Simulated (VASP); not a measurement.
# MgO: a GW gap and what it depends on, part 3 of 3

Aim: test the GW correction to the gap of MgO. The starting structure is a measured crystal structure from the Crystallography Open Database. Cell and atoms stay as given.

VASP 6.6.1.

Results so far: G0W0 (response cutoff 100 eV, 5×5×5 mesh) 7.13 eV; G0W0 (response cutoff 160 eV, 5×5×5 mesh) 7.33 eV; G0W0 (response cutoff 240 eV, 5×5×5 mesh) 7.46 eV; GW0 with iterated eigenvalues (response cutoff 160 eV, 5×5×5 mesh) 7.81 eV; G0W0 (response cutoff 100 eV, 6×6×6 mesh) 7.13 eV.

### Step 7. G0W0 (response cutoff 100 eV, 5×5×5 mesh, 8 empty bands)

Level of this step: G0W0 on LDA; plane waves and PAW (Mg_GW, O_GW) (VASP).

It reads the orbitals and their derivatives (WAVECAR and WAVEDER) of a run with the empty bands, which follows a ground-state run; neither is shown.

Contents of INCAR:

```
SYSTEM = MgO
PREC = Accurate
ENCUT = 440
ISMEAR = 0
SIGMA = 0.01
LREAL = .FALSE.
GGA = CA
NBANDS = 12
ALGO = EVGW0
NELMGW = 1
ENCUTGW = 100
NOMEGA = 40
PRECFOCK = Fast
NBANDSGW = 12
LWAVE = .FALSE.
LCHARG = .FALSE.
```

Contents of POSCAR:

```
MgO
1.0
    0.0000000000      2.1052050000      2.1052050000
    2.1052050000      0.0000000000      2.1052050000
    2.1052050000      2.1052050000      0.0000000000
Mg O
1 1
Direct
    0.0000000000      0.0000000000      0.0000000000
    0.5000000000      0.5000000000      0.5000000000
```

Contents of KPOINTS:

```
Automatic mesh
0
Gamma
5 5 5
0 0 0
```

The projector-augmented-wave data sets are Mg_GW and O_GW (LDA family, release 64).

Started as:

```console
$ mpirun -np 4 vasp_std
```

Output:

```text
[banner, memory and clock lines left out]
running    4 mpi-ranks, on    1 nodes
[...]
[... a notice as in an earlier step ...]

 LDA part: xc-table for (Slater(with rela. corr.)+CA(PZ))
 , standard interpolation
 found WAVECAR, reading the header
 POSCAR, INCAR and KPOINTS ok, starting setup
[...]
reading WAVECAR
 the WAVECAR file was read successfully
 initial charge from wavefunction
 available memory per node:    148.57 GB, setting MAXMEM to    152132

 The Fermi energy was updated, please check that it is located mid-gap
 values below the HOMO (VB) or above the LUMO (CB) will cause erroneous energies
 E-fermi :   5.2237

 calculate exact exchange contribution
 the WAVEDER file was read successfully
energies w=
    0.000    0.000    1.050    0.000    2.094    0.000    3.127    0.000
    4.143    0.000    5.139    0.000    6.114    0.000    7.067    0.000
    7.999    0.000    8.912    0.000    9.809    0.000   10.694    0.000
[...]
total number of BLAS operations          2.09 Gflops
NQ=   6   -0.4000    0.2000    0.0000,
|.........|.........|.........|.........|.........|.........|.........|.........
 performed        167000 updates of chi_q(r,r)
 total number of BLAS operations          2.56 Gflops
NQ=   7   -0.2000    0.2000    0.0000,
|.........|.........|.........|.........|.........|.........|.........|.........
 performed        199000 updates of chi_q(r,r)
 total number of BLAS operations          3.04 Gflops
NQ=   8    0.4000    0.4000    0.0000,
|.........|.........|.........|.........|.........|.........|.........|.........
 performed        222000 updates of chi_q(r,r)
 total number of BLAS operations          3.35 Gflops
NQ=   9   -0.4000    0.4000    0.0000,
|.........|.........|.........|.........|.........|.........|.........|.........
 performed        254000 updates of chi_q(r,r)
 total number of BLAS operations          3.76 Gflops
NQ=  10   -0.4000    0.4000    0.2000,
|.........|.........|.........|.........|.........|.........|.........|.........
 performed        295000 updates of chi_q(r,r)
 total number of BLAS operations          4.31 Gflops
 resolving degeneracies of screened two electron integrals

 calculate QP shifts <psi_nk| G(iteration)W_0 |psi_nk>: iteration 1
 entering main loop
```

The job ended after 4.8 s (4 MPI ranks of Intel Xeon Platinum 8375C at 2.90GHz (Ice Lake), shared host; peak memory 0.44 GiB).

From OUTCAR (step 7):

```text
 QP shifts <psi_nk| G(iteration)W_0 |psi_nk>: iteration 1
 for sc-GW calculations column KS-energies equals QP-energies in previous step
 and V_xc(KS)=  KS-energies - (<T + V_ion + V_H > + <T+V_H+V_ion>^1  + <V_x>^1)
 k-point   1 :       0.0000    0.0000    0.0000
  band No.  KS-energies  QP-energies   sigma(KS)   V_xc(KS)     V^pw_x(r,r')   Z            occupation Imag(sigma)
      1     -14.1209     -16.3247     -20.9420     -17.8014     -29.6017       0.7017       2.0000       1.6236
      2       2.8909       2.3639     -20.4874     -19.8149     -25.1609       0.7837       2.0000       0.1459
      3       2.8909       2.3639     -20.4874     -19.8149     -25.1609       0.7837       2.0000       0.1459
      4       2.8909       2.3639     -20.4874     -19.8149     -25.1609       0.7837       2.0000       0.1459
      5       7.5564       9.6019     -10.2269     -12.6706      -7.5528       0.8370       0.0000      -0.0830
      6      18.4253      21.1954      -6.3741      -9.6840      -3.0856       0.8369       0.0000      -0.1494
      7      18.4253      21.1954      -6.3741      -9.6840      -3.0856       0.8369       0.0000      -0.1494
      8      18.4253      21.1954      -6.3741      -9.6840      -3.0856       0.8369       0.0000      -0.1494
    ...

[... 1 part as in an earlier step ...]

[... 2 further parts left out ...]
[key lines of the parts left out:]
E-fermi :   5.2237
```

G0W0 (response cutoff 100 eV, 5×5×5 mesh, 8 empty bands): the quasiparticle gap on this mesh is 7.238 eV, +2.573 eV from the LDA gap on the same points, with 12 bands.

### Step 8. All runs side by side

```
                                                               run  LDA gap on the mesh (eV)  GW gap (eV)  correction (eV)  bands
                         G0W0 (response cutoff 100 eV, 5×5×5 mesh)                     4.665         7.13            2.465     44
                         G0W0 (response cutoff 160 eV, 5×5×5 mesh)                     4.665        7.331            2.665     88
                         G0W0 (response cutoff 240 eV, 5×5×5 mesh)                     4.665         7.46            2.795    160
GW0 with iterated eigenvalues (response cutoff 160 eV, 5×5×5 mesh)                     4.665        7.811            3.146     88
                         G0W0 (response cutoff 100 eV, 6×6×6 mesh)                     4.667        7.128            2.461     44
          G0W0 (response cutoff 100 eV, 5×5×5 mesh, 8 empty bands)                     4.665        7.238            2.573     12
```

### Step 9. What came out

| Quantity | Value |
| --- | --- |
| gap, G0W0 (response cutoff 100 eV, 5×5×5 mesh) | 7.130 eV |
| gap, G0W0 (response cutoff 160 eV, 5×5×5 mesh) | 7.331 eV |
| gap, G0W0 (response cutoff 240 eV, 5×5×5 mesh) | 7.460 eV |
| gap, GW0 with iterated eigenvalues (response cutoff 160 eV, 5×5×5 mesh) | 7.811 eV |
| gap, G0W0 (response cutoff 100 eV, 6×6×6 mesh) | 7.128 eV |
| gap, G0W0 (response cutoff 100 eV, 5×5×5 mesh, 8 empty bands) | 7.238 eV |

The correction to the LDA gap of MgO is +2.465 eV at a response cutoff of 100 eV, +2.665 eV at a response cutoff of 160 eV, +2.795 eV at a response cutoff of 240 eV. The number of bands rises with the cutoff. On a 6×6×6 mesh in place of 5×5×5 the correction is +2.461 eV against +2.465 eV. Iterating the eigenvalues in G raises the gap by +0.481 eV. With 8 empty bands alone, a slip made on purpose, the correction is +2.573 eV against +2.465 eV. Errors of the two band edges can cancel in a gap, so a value close to the better runs would prove nothing. From a response cutoff of 160 to 240 eV the correction still moves by +0.130 eV, so cutoff and bands aren't shown to be converged. The LDA gap along the bands, from another run on this structure, is 4.669 eV. On the 5×5×5 mesh it is 4.665 eV, so this mesh comes close to the edges. On the 6×6×6 mesh it is 4.667 eV, so this mesh comes close to the edges. Further runs on this material are not shown.

[Lines on the potential files, build, host, timing and source positions are cut from VASP's logs without a mark.]

[Logs are printed without paths, hosts, clocks, repeated set-up lines and the standing remarks that a program may print on its own settings, such as how far it seeks lower states.]

[Hosts, paths, dates, database ids (printed as entryN), source tags and the programs' standing remarks are cut or masked in the printed files.]
